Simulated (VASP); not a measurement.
A run of VASP 6.6.1 is set up as follows.

INCAR

```
ALGO = Fast
EDIFF = 1E-7
ENCUT = 520
GGA = PS
ISIF = 2
ISMEAR = 0
LASPH = True
LCHARG = True
LELF = True
LREAL = Auto
LVHAR = True
LWAVE = False
NBANDS = 56
NELM = 100
PREC = Accurate
SIGMA = 0.05
```

Contents of KPOINTS:

```
k-points
0
Gamma
  2 2 1
```

POSCAR

```
H2C18S
1.0
    7.3980000000      0.0000000000      0.0000000000
   -3.6990000000      6.4068560000      0.0000000000
    0.0000000000      0.0000000000     12.0000000000
C S H
18 1 2
Direct
    0.0016295715      0.0077265667      0.0657439167
    0.2252688990      0.1206743214      0.0657605833
    0.0016088090      0.3410089130      0.0656400833
    0.2251918292      0.4539343478      0.0657754167
    0.0015976698      0.6742775240      0.0658974167
    0.2252272684      0.7873050370      0.0658254167
    0.3350186344      0.0077190747      0.0656806667
    0.5585917405      0.1206730727      0.0654501667
    0.3349654934      0.3410023575      0.0657554167
    0.5585897257      0.4539285728      0.0657600833
    0.3349480450      0.6743472930      0.0657576667
    0.5585927406      0.7873590416      0.0655229167
    0.6682943850      0.0077342147      0.0652718333
    0.8918939526      0.1206857154      0.0654414167
    0.6682981285      0.3409979872      0.0656648333
    0.8918630234      0.4539323188      0.0657477500
    0.6682826161      0.6743062432      0.0657405000
    0.8918868896      0.7872603973      0.0658752500
    0.7120818676      0.0254224537      0.3823248333
    0.5434040855     -0.1246762843      0.3277132500
    0.8410054460     -0.0194557206      0.3234834167
```

Potentials or basis: VASP PAW PBE potentials, release 64 (C, S, H).

Launch:

```bash
$ cat potpaw_PBE.64/C/POTCAR potpaw_PBE.64/S/POTCAR potpaw_PBE.64/H/POTCAR > POTCAR
$ mpirun -np 1 vasp_std > vasp.out
```

**Question.** What does it give for the band gap on the k mesh?

**Answer.** 0.15 eV, direct.

**Question.** Estimate the largest force.

**Answer.** 0.088 eV/Å.

Forces on the atoms (eV/Å):
```
C   -0.001 -0.012  0.001
C    0.004  0.005  0.003
C   -0.010 -0.009 -0.002
C    0.008  0.011 -0.001
C    0.002 -0.009  0.000
C    0.003  0.015 -0.002
C   -0.004 -0.007  0.002
C    0.002  0.011  0.000
C    0.001 -0.005 -0.001
C    0.000  0.008  0.002
C   -0.007 -0.012 -0.003
C    0.005  0.011 -0.001
C   -0.003  0.001  0.002
C   -0.002  0.000 -0.002
C    0.002 -0.013  0.000
C    0.007  0.006 -0.004
C   -0.005 -0.014  0.003
C   -0.002  0.010 -0.002
S    0.024 -0.061 -0.059
H    0.024  0.044  0.030
H   -0.047  0.020  0.031
```

Caveat: the k mesh is coarse (spacing up to 0.49 Å⁻¹), so the values aren't converged; the PAW data sets were made with another functional, which shifts forces and pressure a little. PBEsol gaps usually lie below the measured ones, often by a third to a half.
